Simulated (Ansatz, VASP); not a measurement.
# PN in two plane-wave programs, part 2 of 2

Aim: how closely do two programs agree when they are given the same cell, functional and k mesh? The cell is generated by rule, not measured, and may not be a known phase. The cell is taken from a series of runs on this material, whose earlier steps may have relaxed, scaled, displaced or heated it; both programs get it as it stands.

VASP 6.6.1 and Ansatz 0.2.0.

So far: The structure; VASP: zone-centre phonons, PBE.

The structure was built from a prototype and need not be the compound's stable phase.

## 3. Ansatz: zone-centre phonons, PBE

Level of this step: Ansatz beside VASP: Kohn-Sham DFT, plane waves, PBE (Ansatz).

Ansatz runs on its default PAW (the set named soft_2) files.

The same cell, functional, mesh and smearing now go to Ansatz, which takes its cutoff from its data sets.

input.yaml

```yaml
crystal:
  lattice:
    - [1.5230543675, 0.8793358491, 2.4871373672]
    - [-1.5230543675, 0.8793358491, 2.4871373672]
    - [0.0, -1.7586716981, 2.4871373672]
  atoms:
    - { symbol: P, position: [0.5, 0.5, 0.5] }
    - { symbol: "N", position: [0.0, 0.0, 0.0] }
kpoints:
  mp_grid: { grid: [16, 16, 16] }
hamiltonian:
  xc: pbe
scf:
  occupations: { method: gaussian, width: 0.02 }
output:
  eigenvalues: true
phonons:
  method: dfpt
  qmesh: [4, 4, 4]
  temperatures: { t_max: 1000, t_step: 50 }
  qpath:
    path:
      - [[0.0, 0.0, 0.0], [0.5, 0.5, 0.0], [0.625, 0.375, 0.0]]
      - [[0.375, 0.0, -0.375], [0.0, 0.0, 0.0], [0.5, 0.0, 0.0], [0.5, 0.25, -0.25], [0.5, 0.5, 0.0]]
    npoints: 10
```

Run with:

```sh
$ ansatz run input.yaml --threads 4 --pin off --max-ram 8192MiB --backend cpu --events-out ev --progress --plain --runs-dir out
```

Numbers of over 12 decimals in the logs are rounded to 6 here.

Output:

```text
Engine: ansatz 0.2.0, aarch64-unknown-linux-gnu
Pseudopotentials: kind: paw
Pseudopotential: P, paw, valence charge 5, recommended cutoff 420 eV (normal), P.paw.azcp
Pseudopotential: N, paw, valence charge 5, recommended cutoff 420 eV (normal), N.paw.azcp
Functional definition: PBE
  parameter kappa = 0.804
  parameter beta = 0.066725
  exchange = pbe_x(kappa = kappa, mu = beta*pi^2/3)
  correlation = pbe_c(beta = beta)
Crystal: 2 atoms, lattice volume = 19.986 Å³
Basis set: ecut = 420 eV, 387 PW (Γ), exchange–correlation on 48×48×48 points (8 copies of the dense FFT grid, shifted against one another)
Bands: 9, of which v1, the nominal top of the filled ones, is band 5 counted from 1 (4 counted from 0)
Symmetry: 48 space group operations
k-points: 145 of 4096
Non-local potential: P, projectors of the file, l = 0: 2, l = 1: 2, l = 2: 2
Non-local potential: N, projectors of the file, l = 0: 2, l = 1: 2, l = 2: 1
PAW form: soft (Blöchl's): semilocal exchange-correlation on the pseudo side does not see the compensation charge
PAW one-centre angular grid: P, 110 points (default); XC on 64 Gauss nodes
PAW one-centre angular grid: N, 110 points (default); XC on 64 Gauss nodes
Initial density: superposition of atomic densities (neutral atoms: chi_scale 0, normalization atom), corrected by the library's trained network
Initial wavefunctions: pseudopotential atomic-orbital guess
Functional: x = pbe(κ = 0.804, μ = 0.219515), c = pbe(β = 0.066725)
SCF iter   1: F=—  HF=-1137.381945 eV  |F-HF|=—  |Δ(HF+E_count)|=         —  Δρ=2.32e-3  dr2=7.28e-4  ethr=1.77e-3  ⟨swp⟩=6.2  Hψ=10212  notcnv=0
preconditioner: auto → none  [metal: Δε(μ)=0.020 eV  Ē_g=13.108 eV  σ=0.020 eV  W_gap=0.44  n_scr=0 (ndim 8)  ℏωp=26.3 eV  f_vac=0.000  D(μ)=0.63/eV (n_scr^D=0)]
SCF iter   2: F=—  HF=-1137.381919 eV  |F-HF|=—  |Δ(HF+E_count)|=   2.58e-5  Δρ=1.13e-3  dr2=1.54e-4  ethr=7.28e-6  ⟨swp⟩=2.1  Hψ=3116  notcnv=0  defer=1
SCF iter   3: F=—  HF=-1137.381984 eV  |F-HF|=—  |Δ(HF+E_count)|=   6.45e-5  Δρ=8.61e-5  dr2=1.20e-6  ethr=1.54e-6  ⟨swp⟩=2.1  Hψ=1916  notcnv=0  defer=1
SCF iter   4: F=—  HF=-1137.381985 eV  |F-HF|=—  |Δ(HF+E_count)|=   1.48e-6  Δρ=2.19e-5  dr2=8.47e-8  ethr=1.20e-8  ⟨swp⟩=1.8  Hψ=1816  notcnv=0  defer=1
SCF iter   5: F=—  HF=-1137.381985 eV  |F-HF|=—  |Δ(HF+E_count)|=   2.64e-9  Δρ=3.21e-6  dr2=2.03e-9  ethr=8.47e-10  ⟨swp⟩=2.0  Hψ=1799  notcnv=0  defer=1
SCF iter   6: F=—  HF=-1137.381985 eV  |F-HF|=—  |Δ(HF+E_count)|=  8.87e-12  Δρ=3.48e-7  dr2=2.37e-11  ethr=2.03e-11  ⟨swp⟩=2.0  Hψ=1919  notcnv=0  defer=1
SCF iter   7: F=-1137.381985 eV  HF=-1137.381985 eV  |F-HF|=2.27e-13  |Δ(HF+E_count)|=  6.82e-13  Δρ=2.20e-8  dr2=6.37e-14  ethr=1.00e-12  ⟨swp⟩=5.0  Hψ=4762  notcnv=0
SCF 1 converged in 7 iterations: F = -1137.381985 eV  dr2 = 6.37e-14
  greatest PAW one-centre occupation: 0.876 electrons in one spin orbital (limit 2), on the P atom at site 0 (counted from 0), in its partial waves of l = 0
Initial density: read from a saved state, or passed on in memory by an earlier SCF of this step, an earlier step, the calling program or the single point that the run made first
iter 1 solved again at ethr=8.72e-9 eV; its pass at ethr=3.10e-3 eV (dr2=8.72e-7 eV) is discarded
SCF iter   1: F=—  HF=-1137.381985 eV  |F-HF|=—  |Δ(HF+E_count)|=         —  Δρ=1.89e-7  dr2=6.17e-12  ethr=8.72e-9  ⟨swp⟩=3.6  Hψ=14547  notcnv=0
eigensolver tolerance schedule: the retry pair's looser diagonalisation over-reported the residual by 141269.42 of it (diagonalisation noise at 0.66 of the residual, at the tolerance the schedule requests for it); recorded, not acted on — ethr = c·dr2/N_el stays at c = 1.0e-1
preconditioner: auto → none  [metal: Δε(μ)=0.020 eV  Ē_g=13.109 eV  σ=0.020 eV  W_gap=0.44  n_scr=0 (ndim 8)  ℏωp=26.3 eV  f_vac=0.000  D(μ)=0.64/eV (n_scr^D=0)]
iter 2 did not close the SCF: its close was put off for the readings that it lacked (scf_convergence_deferred on its scf_iter line)
SCF iter   2: F=-1137.381985 eV  HF=-1137.381985 eV  |F-HF|=1.36e-12  |Δ(HF+E_count)|=  7.85e-10  Δρ=1.08e-7  dr2=1.83e-12  ethr=1.00e-12  ⟨swp⟩=2.7  Hψ=2263  notcnv=0
iter 3 did not close the SCF: its close was put off for the readings that it lacked (scf_convergence_deferred on its scf_iter line)
SCF iter   3: F=-1137.381985 eV  HF=-1137.381985 eV  |F-HF|=4.55e-13  |Δ(HF+E_count)|=    0.00e0  Δρ=6.38e-8  dr2=6.53e-13  ethr=1.00e-12  ⟨swp⟩=1.0  Hψ=1305  notcnv=0
iter 4 did not close the SCF: its close was put off for the readings that it lacked (scf_convergence_deferred on its scf_iter line)
SCF iter   4: F=-1137.381985 eV  HF=-1137.381985 eV  |F-HF|=4.55e-13  |Δ(HF+E_count)|=    0.00e0  Δρ=4.03e-9  dr2=1.60e-15  ethr=1.00e-12  ⟨swp⟩=1.0  Hψ=1305  notcnv=0
iter 5 did not close the SCF: its close was put off for the readings that it lacked (scf_convergence_deferred on its scf_iter line)
SCF iter   5: F=-1137.381985 eV  HF=-1137.381985 eV  |F-HF|=0.00e0  |Δ(HF+E_count)|=  2.27e-13  Δρ=1.69e-9  dr2=3.66e-16  ethr=1.00e-12  ⟨swp⟩=1.0  Hψ=1305  notcnv=0
SCF iter   6: F=-1137.381985 eV  HF=-1137.381985 eV  |F-HF|=2.27e-13  |Δ(HF+E_count)|=  2.27e-13  Δρ=5.81e-10  dr2=4.63e-17  ethr=1.00e-12  ⟨swp⟩=1.0  Hψ=3210  notcnv=0
SCF 2 converged in 6 iterations: F = -1137.381985 eV  dr2 = 4.63e-17
phonons: the bands overlap, so this run is a metal and interpolates without the dipole-dipole term. If the crystal is really an insulator or semiconductor, its LO-TO splitting is missing
NSCF: frozen V_eff on 145 k-points
NSCF: frozen V_eff on 621 k-points
DFPT response loops at q = (0, 0, 0) (fractional): preconditioner auto → Kerker (q_TF=auto, 2.431 Å⁻¹) (partly filled bands, converged f_vac=0.000); β = 1.00, the filter's whole step (`scf.mixing.beta` (0.50) is not read by the response loops under this deck's `scf.mixing.preconditioner`; to damp them name `kerker` or `kerker_dos`, under which they read `scf.mixing.beta`, and type it under 1.00, their step now; both keys bind the ground state too); Broyden in place of MSR1
NSCF: frozen V_eff on 4352 k-points
DFPT response loops at q = (0, 0, 0.25) (fractional): mixed as the last ones told, above
NSCF: frozen V_eff on 2196 k-points
DFPT response loops at q = (0, 0, -0.5) (fractional): mixed as the last ones told, above
NSCF: frozen V_eff on 4352 k-points
DFPT response loops at q = (0, 0.25, 0.25) (fractional): mixed as the last ones told, above
NSCF: frozen V_eff on 8192 k-points
DFPT response loops at q = (0, 0.25, -0.5) (fractional): mixed as the last ones told, above
NSCF: frozen V_eff on 8192 k-points
DFPT response loops at q = (0, 0.25, -0.25) (fractional): mixed as the last ones told, above
NSCF: frozen V_eff on 2196 k-points
DFPT response loops at q = (0, -0.5, -0.5) (fractional): mixed as the last ones told, above
NSCF: frozen V_eff on 4352 k-points
DFPT response loops at q = (0.25, -0.5, -0.25) (fractional): mixed as the last ones told, above
SCF converged after 7 iterations
Free energy (F): -1137.381985 eV
Harris-Foulkes:  -1137.381985 eV  (|F-HF|=2.27e-13)
Internal energy: -1137.381857 eV  (E = F + TS)
E sigma→0 (E₀):  -1137.381921 eV
Entropy (-TS):   -0.000128 eV (-0.064 meV/atom)
Fermi energy:    12.796629 eV
--- Per-component energies (eV) ---
  E_band       = 41.698144
  E_kinetic    = 197.400701
  E_local      = -174.741824  (includes V_loc(G=0)·N_el)
  E_nonlocal   = 80.175328
  E_hartree    = 50.431912
  E_xc         = -121.030999
  E_vxc        = -136.651514  (∫ρ·V_xc dr)
  E_paw        = -695.411902  (= ΣΔE_a)
  E_vpaw       = -25.348464  (= ΣTr[D̂ρ^β])
  E_aug_tail   = 0.000089  (compensation charges beyond the density's cutoff)
  E_ewald      = -474.205161
  E_smearing   = -0.000128  (= −TS)
  E_closure    = -0.000000  (closes the sum)
  Σ components = -1137.381985   (vs F -1137.381985, Δ=0.00e0)
--- Band table (eV; the first three rows and the last of 145) ---
  k-point 0: bands = ["-7.6210", "8.1179", "8.9591", "8.9591", "8.9591", "17.9697", "17.9697", "17.9697", "20.3388"]
  k-point 1: bands = ["-7.5448", "7.2679", "8.9473", "8.9473", "9.6589", "17.6453", "17.6453", "17.6836", "20.3679"]
  k-point 2: bands = ["-7.3176", "5.9950", "8.9183", "8.9183", "10.4854", "16.8900", "16.8900", "17.0358", "20.4330"]
  k-point 144: bands = ["-2.9436", "1.7900", "3.6681", "3.6681", "11.4986", "14.0519", "18.3643", "18.3643", "22.3330"]
--- Phonons (Γ-DFPT): 2 representative perturbations + reference (Σ response iterations 6) ---
  ASR residual: 1.689e-5 → 0.000e0 eV/Å²; symmetrization residual: 5.319e-7 eV/Å²
  ASR residual per site (eV/Å²): 7.64e-6 1.69e-5
  Γ frequencies (cm⁻¹): -559.67 -559.67 -559.67 0.00 0.00 0.00
--- Phonons (arbitrary-q DFPT): 8 irreducible q on the 4×4×4 mesh ---
  q = [0.0000, 0.0000, 0.0000] (star 1, of the zone-centre solve; hermiticity 9.57e-8, symmetrization 9.27e-15): -559.67 -559.67 -559.67 -0.00 0.00 0.00
  q = [0.0000, 0.0000, 0.2500] (star 8, 4 solved perturbations on 2176 of 4096 k-point pairs; hermiticity 4.18e-8, symmetrization 2.09e-8): -184.70 -184.70 170.66 170.66 207.57 413.10
  q = [0.0000, 0.0000, -0.5000] (star 4, 4 solved perturbations on 1098 of 4096 k-point pairs; hermiticity 1.94e-8, symmetrization 9.69e-9): 112.94 112.94 301.65 301.65 323.34 491.75
  q = [0.0000, 0.2500, 0.2500] (star 6, 2 solved perturbations on 2176 of 4096 k-point pairs; hermiticity 2.89e-8, symmetrization 7.13e-12): -470.52 -470.52 65.17 180.00 180.00 393.11
  q = [0.0000, 0.2500, -0.5000] (star 24, 4 solved perturbations on 4096 of 4096 k-point pairs: no pair is spared here; hermiticity 6.14e-8, symmetrization 6.83e-9): -335.89 -299.41 -160.31 252.74 291.93 410.18
  q = [0.0000, 0.2500, -0.2500] (star 12, 2 solved perturbations on 4096 of 4096 k-point pairs: no pair is spared here; hermiticity 9.15e-8, symmetrization 1.26e-14): -462.82 -62.12 257.98 258.75 276.07 424.04
  q = [0.0000, -0.5000, -0.5000] (star 3, 2 solved perturbations on 1098 of 4096 k-point pairs; hermiticity 1.50e-7, symmetrization 2.10e-11): -489.54 -489.54 -464.43 262.10 262.10 381.58
  q = [0.2500, -0.5000, -0.2500] (star 6, 2 solved perturbations on 2176 of 4096 k-point pairs; hermiticity 1.57e-7, symmetrization 6.59e-9): -465.34 -465.34 232.82 284.77 329.94 329.94
  sum rule: each row above includes the acoustic sum rule's correction from the zone centre's row sums; it moved no ω² by more than (0.57 cm⁻¹)²
  mesh force constants: q→R imaginary residual 1.43e-17; ASR residual 1.689e-5 → 0.000e0 eV/Å²; symmetrization residual 6.217e-15 eV/Å²
  interpolated dispersion: 62 rows × 6 modes
  density of states and harmonic sums: on the 28×28×28 q-mesh, interpolated from the force constants of a 4×4×4 supercell (no non-analytic term)
  largest difference from the sums on the solved wave vectors: F 2.89e-2 eV, S 4.20e-5 and C_V 1.30e-5 eV/K
  zero-point energy: 0.065115 eV/cell   skipped modes (ω ≤ 0): 1384, of them read as no rigid motion or as one in doubt: 1381 (2.208e0 modes/cell left out, lowest -559.67 cm⁻¹)   left out of the sums: 3.68e-1 of the cell's modes: C_V's classical limit lies that fraction below 3 k_B per atom; for a crystal, a wire or a layer, F and S can be off by more, and a phonons.interpolated_qmesh denser along its periods is the remedy for the sampling
```

In the SCF lines HF is the Harris–Foulkes energy and dr2 the Hartree energy of the density residual, in eV; the loop may stop once dr2 is under the threshold and the program's other checks hold. Hψ counts applications of the Hamiltonian.

## 4. Differences

Known differences besides the potentials themselves: VASP's run holds the zone centre alone; the cutoff is 420 eV in Ansatz and 600 eV in VASP. Total energies have different zeros and are not compared.

Both answers:

| quantity | Ansatz | VASP | difference |
| --- | --- | --- | --- |
| optical mode 1 to 3 (imaginary, printed as negative) (cm⁻¹) | -559.7 | -565.3 | +5.7 |

Modes are paired by rising frequency, not by their patterns, so a pair may set unlike modes beside each other; they are those without the splitting of longitudinal modes.

## 5. Results

| Item | Value |
| --- | --- |
| r.m.s. difference of the optical zone-centre modes, each program's sorted by frequency (zone-centre phonons, PBE) | 5.7 cm⁻¹ |

In words: The r.m.s. difference of the optical zone-centre modes, each program's sorted by frequency is 5.7 cm⁻¹ (zone-centre phonons, PBE). Such differences can come from data sets, numerical settings and the points named under the comparisons, not from the functional's error against experiment.

[Lines on the potential files, build, host, timing and source positions are cut from VASP's logs without a mark.]

[Logs are printed without paths, hosts, clocks, repeated set-up lines and the standing remarks that a program may print on its own settings, such as how far it seeks lower states.]

[Hosts, paths, dates, database ids (printed as entryN), source tags and the programs' standing remarks are cut or masked in the printed files.]
